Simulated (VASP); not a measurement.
Output of a VASP run:

File OSZICAR:
```
       N       E                     dE             d eps       ncg     rms          rms(c)
DAV:   1     0.907655162186E+02    0.90766E+02   -0.58411E+03  3128   0.971E+02
DAV:   2     0.196897908154E+00   -0.90569E+02   -0.84835E+02  3190   0.228E+02
DAV:   3    -0.491567117315E+01   -0.51126E+01   -0.50583E+01  4224   0.628E+01
DAV:   4    -0.507630958515E+01   -0.16064E+00   -0.16058E+00  3971   0.108E+01
DAV:   5    -0.507967594567E+01   -0.33664E-02   -0.33663E-02  4288   0.146E+00    0.573E+00
DAV:   6    -0.499927704659E+01    0.80399E-01   -0.35387E+00  3243   0.525E+01    0.371E+00
DAV:   7    -0.485436808587E+01    0.14491E+00   -0.82267E-01  3325   0.311E+01    0.198E+00
DAV:   8    -0.485867320196E+01   -0.43051E-02   -0.46812E-02  4842   0.332E+00    0.482E-01
DAV:   9    -0.485579449522E+01    0.28787E-02   -0.17200E-02  3882   0.403E+00    0.102E-01
DAV:  10    -0.485615998540E+01   -0.36549E-03   -0.10622E-03  4255   0.409E-01    0.435E-02
DAV:  11    -0.485624588616E+01   -0.85901E-04   -0.34766E-04  3885   0.474E-01    0.290E-02
DAV:  12    -0.485624425452E+01    0.16316E-05   -0.22019E-05  4844   0.109E-01    0.226E-02
DAV:  13    -0.485624375076E+01    0.50377E-06   -0.10195E-05  4325   0.866E-02    0.784E-03
DAV:  14    -0.485624508049E+01   -0.13297E-05   -0.33418E-06  3609   0.355E-02    0.430E-03
DAV:  15    -0.485624508118E+01   -0.69758E-09   -0.24011E-07  1765   0.778E-03
   1 F= -.48562451E+01 E0= -.48562451E+01  d E =-.448120E-12
```

File OUTCAR:
```
------------------------ aborting loop because EDIFF is reached ----------------------------------------
  FORCE on cell =-STRESS in cart. coord.  units (eV):
  Direction    XX          YY          ZZ          XY          YZ          ZX
  --------------------------------------------------------------------------------------
  Total        1.5183190      1.5183190      1.5183190      0.0000000     -0.0000000      0.0000000
  in kB       46.7577849     46.7577849     46.7577849      0.0000000     -0.0000000      0.0000000
  external PRESSURE =      46.7577849 kB  Pullay stress =       0.0000000 kB
  volume of cell :       52.03
      direct lattice vectors                 reciprocal lattice vectors
     0.000000000  2.962988000  2.962988000    -0.168748574  0.168748574  0.168748574
     2.962988000  0.000000000  2.962988000     0.168748574 -0.168748574  0.168748574
     2.962988000  2.962988000  0.000000000     0.168748574  0.168748574 -0.168748574
  FREE ENERGIE OF THE ION-ELECTRON SYSTEM (eV)
  ---------------------------------------------------
  free  energy   TOTEN  =        -4.8562450812 eV

  energy  without entropy=       -4.8562450812  energy(sigma->0) =       -4.85624508

 total charge

# of ion       s       p       d       tot
------------------------------------------
    1        0.347   0.301   9.328   9.976
    2        1.491   2.794   0.065   4.350
--------------------------------------------------
tot          1.838   3.095   9.392  14.325
```
(Selected blocks of OUTCAR.)

### POSCAR
```
CuI
1
    0.0000000000     2.9629880000     2.9629880000
    2.9629880000     0.0000000000     2.9629880000
    2.9629880000     2.9629880000     0.0000000000
Cu I
1 1
Direct
  0.0000000000   0.0000000000   0.0000000000
  0.2500000000   0.2500000000   0.2500000000
```

Reconstruct the remaining input files.

Several could match; the one computed here: the input of the run itself, revPBE GGA, plane waves, VASP's PBE PAW potentials (set 64).

INCAR:
```
NELM=100   ! most electronic steps
LMAXMIX=4
NEDOS=601
LCHARG=.FALSE.
ISMEAR=-1   ! Fermi-Dirac
LREAL=.FALSE.   ! projection in real space or not
PREC=Accurate
LWAVE=.FALSE.
SIGMA=0.01   ! width (eV)
ALGO=Normal   ! blocked Davidson
ENCUT=300   ! plane-wave cut-off (eV)
ISIF=2   ! forces and stress, cell fixed
SYSTEM=CuI
LASPH=.TRUE.
LORBIT=11   ! lm-projected
EDIFF=1E-6   ! SCF stop (eV)
GGA=RE
```

### KPOINTS
```
Automatic mesh
0
Gamma
15 15 15
0 0 0
```

POTCAR, in this order: Cu I (PBE.64 set). Program: vasp_std.

At this cut-off the stress carries a Pulay error, which pulls relaxed volumes low.

The structure is a typed CuI crystal. The cell was not relaxed at this level. The run is one of a series of settings (NEDOS = 601, KPOINTS 15×15×15 Γ-centred mesh against the base run), some of them coarse on purpose.
